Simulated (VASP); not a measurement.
VASP input:

KPOINTS:
```
Automatic mesh
0
Gamma
6 6 6
0 0 0
```

File POSCAR:
```
PbS
1
    0.0000000000     3.0294000000     3.0294000000
    3.0294000000     0.0000000000     3.0294000000
    3.0294000000     3.0294000000     0.0000000000
Pb S
1 1
Direct
  0.0000000000   0.0000000000   0.0000000000
  0.5000000000   0.5000000000   0.5000000000
```

**INCAR**
```
SYSTEM = PbS
PREC = Accurate
ENCUT = 400
EDIFF = 1E-6
NELM = 100
ALGO = Normal
LREAL = .FALSE.
LASPH = .TRUE.
ISMEAR = 0
SIGMA = 0.05
GGA = PE
LMAXMIX = 4
LWAVE = .FALSE.
LCHARG = .FALSE.
ISIF = 2
NBANDS = 9
```

POTCAR, in this order: Pb_d S (PBE.64 set). Program: vasp_std.

Task: Does this input run properly? What does VASP do?

Result: There is a fault: NBANDS is too small to hold all electrons. VASP stops with an error: The number of bands is not sufficient to hold all electrons. I am sorry, but this calculation does not make sense. If you want to calculate only selected states, you need to set either EFERMI or EREF. EREF specifies around which energy states are supposed to be calculated. I found NBANDS = 9, NELECT = 20. ----> I REFUSE TO CONTINUE WITH THIS SICK JOB ... BYE!!! <----

**standard output**
```
 POSCAR found type information on POSCAR PbS
 POSCAR found :  2 types and       2 ions
 Reading from existing POTCAR
 Reading from existing POTCAR
 LDA part: xc-table for (Slater+PW92), standard interpolation

 -----------------------------------------------------------------------------
|                                                                             |
|     EEEEEEE  RRRRRR   RRRRRR   OOOOOOO  RRRRRR      ###     ###     ###     |
|     E        R     R  R     R  O     O  R     R     ###     ###     ###     |
|     E        R     R  R     R  O     O  R     R     ###     ###     ###     |
|     EEEEE    RRRRRR   RRRRRR   O     O  RRRRRR       #       #       #      |
|     E        R   R    R   R    O     O  R   R                               |
|     E        R    R   R    R   O     O  R    R      ###     ###     ###     |
|     EEEEEEE  R     R  R     R  OOOOOOO  R     R     ###     ###     ###     |
|                                                                             |
|     The number of bands is not sufficient to hold all electrons. I am       |
|     sorry, but this calculation does not make sense. If you want to         |
|     calculate only selected states, you need to set either EFERMI or        |
|     EREF. EREF specifies around which energy states are supposed to be      |
|     calculated.                                                             |
|     I found NBANDS = 9, NELECT = 20.                                        |
|                                                                             |
|       ---->  I REFUSE TO CONTINUE WITH THIS SICK JOB ... BYE!!! <----       |
|                                                                             |
 -----------------------------------------------------------------------------
```

To mend it, remove NBANDS.

The mended run (PBE GGA, plane waves, VASP's PBE PAW potentials (set 64)) converges, and its OSZICAR ends with
```
   1 F= -.87654896E+01 E0= -.87654896E+01  d E =-.418392E-12
```

The compound is PbS in the rock salt structure. The cell was not relaxed at this level.
